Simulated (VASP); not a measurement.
**Li2CoCl4: structure and properties in VASP**

What structure and properties does optB86b-vdW + U give Li2CoCl4, and how near are they to the measured ones? The steps: relaxing cell and atoms (optB86b-vdW + U), second relaxation, single point with fields (optB86b-vdW + U), bands along the symmetry lines (optB86b-vdW + U), total and projected DOS (optB86b-vdW + U) and vibrations at Γ (optB86b-vdW + U). The start is a computed cell from the Materials Project.

Method: optB86b-vdW, DFT+U (Co d 3 eV), spin-polarised from a ferromagnetic start (one magnetic atom a cell); plane waves and PAW (Li_sv, Co, Cl), in the first sound run; inputs show where later runs differ, in VASP 6.6.1.

The experiments to compare with:

“Zero-field magnetic structure and metamagnetic phase transitions of the cobalt chain compound Li2CoCl4” (2023, arxiv:2307.06899) reports for Li2CoCl4, low temperature orthorhombic, by neutron powder diffraction (powder from solidified melt, zero field, 3.5 K): lattice constant a 7.139 ± 0.0003 Å; lattice constant b 10.1899 ± 0.0005 Å; lattice constant c (c, along the cobalt chains) 3.5935 ± 0.0002 Å.

**1. The structure**

Before any relaxation, the start is as follows. Symmetry: Cmmm, No. 65, orthorhombic system. Conventional cell: a = 7.238 Å, b = 9.831 Å, c = 3.589 Å, α = 90.00°, β = 90.00°, γ = 90.00°. Li has 6 Cl at 2.46 to 2.55 Å nearest. Co has 6 Cl at 2.30 to 2.44 Å nearest. Nearest to Cl lie 2 Co at 2.44 Å and 2 Li at 2.46 Å. Cl has 1 Co at 2.30 Å and 4 Li at 2.55 Å nearest. Farther neighbours and most contacts between anions are not listed.

Structure file:

```xyz
7
Lattice="3.6192 -4.9156 0.0000 3.6192 4.9156 0.0000 0.0000 0.0000 3.5895" Properties=species:S:1:pos:R:3 pbc="T T T"
Li    1.8096   -2.4578    1.7947
Li    1.8096    2.4578    1.7947
Co    0.0000    0.0000    0.0000
Cl    5.5830    0.0000    1.7947
Cl    3.6192   -2.6197    0.0000
Cl    1.6554    0.0000    1.7947
Cl    3.6192    2.6197    0.0000
```

**2. Relaxing cell and atoms (optB86b-vdW + U)**

Properties are meant for the cell that this level of theory prefers, so cell and atoms are relaxed first (ISIF = 3) until forces and stress are small; EDIFFG sets the threshold. optB86b-vdW pairs nonlocal correlation with a less repulsive exchange of B86b form. LUSE_VDW switches on a nonlocal correlation term for dispersion. A Hubbard U penalises fractional filling of the localised shell, which semilocal functionals favour.

Input file INCAR:

```
SYSTEM = Li2CoCl4
PREC = Accurate
ENCUT = 650
EDIFF = 1E-06
NELM = 100
ISMEAR = 0
SIGMA = 0.05
LREAL = .FALSE.
ALGO = Normal
GGA = MK
AGGAC = 0
LUSE_VDW = .TRUE.
PARAM1 = 0.1234
PARAM2 = 1
LASPH = .TRUE.
NBANDS = 34
ISPIN = 2
MAGMOM = 0 0 2 0 0 0 0
LDAU = .TRUE.
LDAUTYPE = 2
LDAUL = -1 2 -1
LDAUU = 0 3 0
LDAUJ = 0 0 0
LDAUPRINT = 1
LMAXMIX = 4
LORBIT = 11
LWAVE = .FALSE.
LCHARG = .FALSE.
KPAR = 4
IBRION = 2
NSW = 60
ISIF = 3
EDIFFG = -0.01
```

Input file POSCAR:

```
Li2CoCl4
1.0
    3.6192217400     -4.9155678900      0.0000000000
    3.6192217400      4.9155678900      0.0000000000
    0.0000000000      0.0000000000      3.5894800800
Li Co Cl
2 1 4
Direct
    0.5000000000      0.0000000000      0.5000000000
    0.0000000000      0.5000000000      0.5000000000
    0.0000000000      0.0000000000      0.0000000000
    0.7713001700      0.7713001700      0.5000000000
    0.7664696000      0.2335304000      0.0000000000
    0.2286998300      0.2286998300      0.5000000000
    0.2335304000      0.7664696000      0.0000000000
```

Input file KPOINTS:

```
Automatic mesh
0
Gamma
4 4 6
0 0 0
```

Potentials, in the order of the species: Li_sv, Co and Cl (PBE family, release 64).

Run with:

```
$ mpirun -np 4 vasp_std
```

The program printed:

```text
[banner, memory and clock lines left out]
running    4 mpi-ranks, on    1 nodes
 distrk:  each k-point on    1 cores,    4 groups
 distr:  one band on    1 cores,    1 groups

 POSCAR found type information on POSCAR LiCoCl
 POSCAR found :  3 types and       7 ions
|                                                                             |
|               ----> ADVICE to this user running VASP <----                  |
|                                                                             |
|     You have switched on vdW-DFT.                                           |
|     This routine was written and supplied by Jiri Klimes. We recommend      |
|     that you carefully read and cite the following publications:            |
|       J. Klimes, D.R. Bowler, A. Michelides                                 |
|          J. Phys.: Cond Matt. 22 022201 (2010)                              |
|       J. Klimes, D.R. Bowler, A. Michelides                                 |
|          Phys. Rev. B. 83, 195131 (2011)                                    |
|     and references therein.                                                 |
|                                                                             |

|                                                                             |
|               ----> ADVICE to this user running VASP <----                  |
|                                                                             |
|     You enforced a specific xc type in the INCAR file but a different       |
|     [... a line on the potential file left out ...]
|     I HOPE YOU KNOW WHAT YOU ARE DOING!                                     |
|                                                                             |

 LDA part: xc-table for (Slater+PW92), standard interpolation
 POSCAR, INCAR and KPOINTS ok, starting setup
 FFT: planning ... GRIDC
 FFT: planning ... GRID_SOFT
 FFT: planning ... GRID
 WAVECAR not read
 entering main loop
       N       E                     dE             d eps       ncg     rms          rms(c)
DAV:   1     0.411089430858E+03    0.41109E+03   -0.20257E+04  3808   0.143E+03
DAV:   2     0.380963951628E+02   -0.37299E+03   -0.34653E+03  4172   0.332E+02
DAV:   3    -0.998504099229E+01   -0.48081E+02   -0.47424E+02  4706   0.122E+02
DAV:   4    -0.152951911381E+02   -0.53102E+01   -0.52790E+01  6896   0.287E+01
DAV:   5    -0.154899785838E+02   -0.19479E+00   -0.19458E+00  5336   0.558E+00    0.152E+01
DAV:   6    -0.147995159589E+02    0.69046E+00   -0.17518E+01  5114   0.454E+01    0.164E+01
DAV:   7    -0.151147258054E+02   -0.31521E+00   -0.30029E+00  5164   0.227E+01    0.821E+00
DAV:   8    -0.152593647050E+02   -0.14464E+00   -0.41680E-01  5748   0.608E+00    0.447E+00
DAV:   9    -0.153122608664E+02   -0.52896E-01   -0.10911E-01  5634   0.428E+00    0.783E-01
DAV:  10    -0.153197012285E+02   -0.74404E-02   -0.30636E-02  5360   0.117E+00    0.424E-01
DAV:  11    -0.153198446232E+02   -0.14339E-03   -0.25087E-03  5384   0.641E-01    0.200E-01
DAV:  12    -0.153200604056E+02   -0.21578E-03   -0.14366E-03  5372   0.267E-01    0.938E-02
DAV:  13    -0.153201345322E+02   -0.74127E-04   -0.14539E-04  5704   0.157E-01    0.533E-02
DAV:  14    -0.153201301644E+02    0.43678E-05   -0.63174E-05  5864   0.590E-02    0.268E-02
DAV:  15    -0.153201396004E+02   -0.94360E-05   -0.20940E-05  5260   0.369E-02    0.784E-03
DAV:  16    -0.153201407573E+02   -0.11570E-05   -0.32221E-06  5048   0.139E-02    0.381E-03
DAV:  17    -0.153201403726E+02    0.38473E-06   -0.50727E-07  3334   0.612E-03
   1 F= -.15320140E+02 E0= -.15320140E+02  d E =-.153201E+02  mag=     3.0000
 curvature:   0.00 expect dE= 0.000E+00 dE for cont linesearch  0.000E+00
 trial: gam= 0.00000 g(F)=  0.993E-01 g(S)=  0.172E+00 ort = 0.000E+00 (trialstep = 0.100E+01)
 search vector abs. value=  0.271E+00
 bond charge predicted
       N       E                     dE             d eps       ncg     rms          rms(c)
DAV:   1    -0.158915878174E+02   -0.57145E+00   -0.23651E+01  4358   0.317E+01    0.514E+00
DAV:   2    -0.155604999510E+02    0.33109E+00   -0.19318E+00  5470   0.153E+01    0.339E+00
DAV:   3    -0.154851119212E+02    0.75388E-01   -0.16577E-01  5626   0.537E+00    0.204E+00
DAV:   4    -0.154680899521E+02    0.17022E-01   -0.71846E-02  4688   0.122E+00    0.853E-01
DAV:   5    -0.154636001425E+02    0.44898E-02   -0.90548E-03  5164   0.195E+00    0.546E-01
DAV:   6    -0.154626550299E+02    0.94511E-03   -0.43530E-03  5352   0.664E-01    0.152E-01
DAV:   7    -0.154627159871E+02   -0.60957E-04   -0.61269E-04  5800   0.316E-01    0.875E-02
DAV:   8    -0.154627337376E+02   -0.17750E-04   -0.12959E-04  5236   0.917E-02    0.483E-02
DAV:   9    -0.154627350282E+02   -0.12907E-05   -0.20722E-05  5850   0.548E-02    0.120E-02
DAV:  10    -0.154627376130E+02   -0.25848E-05   -0.68272E-06  5052   0.240E-02    0.556E-03
DAV:  11    -0.154627372381E+02    0.37490E-06   -0.31558E-07  2752   0.401E-03
   2 F= -.15462737E+02 E0= -.15462737E+02  d E =-.142597E+00  mag=     3.0000
[... from here on, the cycles between the ionic steps are left out ...]
   3 F= -.15465226E+02 E0= -.15465226E+02  d E =-.145086E+00  mag=     3.0000
   4 F= -.15483147E+02 E0= -.15483147E+02  d E =-.179211E-01  mag=     3.0000
   5 F= -.15488628E+02 E0= -.15488628E+02  d E =-.234016E-01  mag=     3.0000
   6 F= -.15488680E+02 E0= -.15488680E+02  d E =-.234537E-01  mag=     3.0000
   7 F= -.15490569E+02 E0= -.15490569E+02  d E =-.188933E-02  mag=     3.0000
   8 F= -.15491378E+02 E0= -.15491378E+02  d E =-.269781E-02  mag=     3.0000
   9 F= -.15492042E+02 E0= -.15492042E+02  d E =-.664087E-03  mag=     3.0000
  10 F= -.15492126E+02 E0= -.15492126E+02  d E =-.748350E-03  mag=     3.0000
  11 F= -.15492161E+02 E0= -.15492161E+02  d E =-.783706E-03  mag=     3.0000
  12 F= -.15492158E+02 E0= -.15492158E+02  d E =-.780801E-03  mag=     3.0000
  13 F= -.15492173E+02 E0= -.15492173E+02  d E =-.795732E-03  mag=     3.0000
  14 F= -.15492171E+02 E0= -.15492171E+02  d E =-.792955E-03  mag=     3.0000
  15 F= -.15492422E+02 E0= -.15492422E+02  d E =-.251771E-03  mag=     3.0000
  16 F= -.15492427E+02 E0= -.15492427E+02  d E =-.256749E-03  mag=     3.0000
  17 F= -.15492414E+02 E0= -.15492414E+02  d E =-.243605E-03  mag=     3.0000
  18 F= -.15492427E+02 E0= -.15492427E+02  d E =-.256660E-03  mag=     3.0000
 curvature:  -0.05 expect dE=-0.268E-05 dE for cont linesearch -0.141E-07
 ZBRENT: accuracy reached
 trial: gam= 0.16341 g(F)=  0.329E-04 g(S)=  0.222E-04 ort =-0.115E-04 (trialstep = 0.183E+01)
 search vector abs. value=  0.636E-04
 bond charge predicted
       N       E                     dE             d eps       ncg     rms          rms(c)
DAV:   1    -0.154925600313E+02   -0.13215E-03   -0.15303E-02  3812   0.586E-01    0.735E-02
DAV:   2    -0.154925327310E+02    0.27300E-04   -0.70859E-04  5218   0.153E-01    0.431E-02
DAV:   3    -0.154925111914E+02    0.21540E-04   -0.28429E-05  5128   0.334E-02    0.260E-02
DAV:   4    -0.154925004102E+02    0.10781E-04   -0.13077E-05  5264   0.191E-02    0.117E-02
DAV:   5    -0.154925018728E+02   -0.14625E-05   -0.15968E-06  3476   0.727E-03    0.396E-03
DAV:   6    -0.154925020767E+02   -0.20393E-06   -0.30007E-07  2328   0.349E-03
  19 F= -.15492502E+02 E0= -.15492502E+02  d E =-.748083E-04  mag=     3.0000
 trial-energy change:   -0.000075  1 .order   -0.000072   -0.000097   -0.000047
 step:   3.5113(harm=  3.5113)  dis= 0.00277  next Energy=   -15.492521 (dE=-0.935E-04)
 reached required accuracy - stopping structural energy minimisation
```

Wall time 35 min (4 MPI ranks of Intel Xeon Platinum 8488C (Sapphire Rapids), shared host); peak memory 3.8 GiB; 2.3 h of CPU time.

The logs omit lines about the potential files and the build; timing stands in the text.

(Continued in part 2 of 6.)

[Lines on the potential files, build, host, timing and source positions are cut from VASP's logs without a mark.]

[Logs are printed without paths, hosts, clocks, repeated set-up lines and the standing remarks that a program may print on its own settings, such as how far it seeks lower states.]

[Hosts, paths, dates, database ids (printed as entryN), source tags and the programs' standing remarks are cut or masked in the printed files.]

[Measured values are set beside computed ones only where the two were judged alike; some that the calculation misses by far are left out.]

[In band tables of VASP the shares of atoms and orbitals are scaled to a sum of 1 inside the atoms' spheres.]
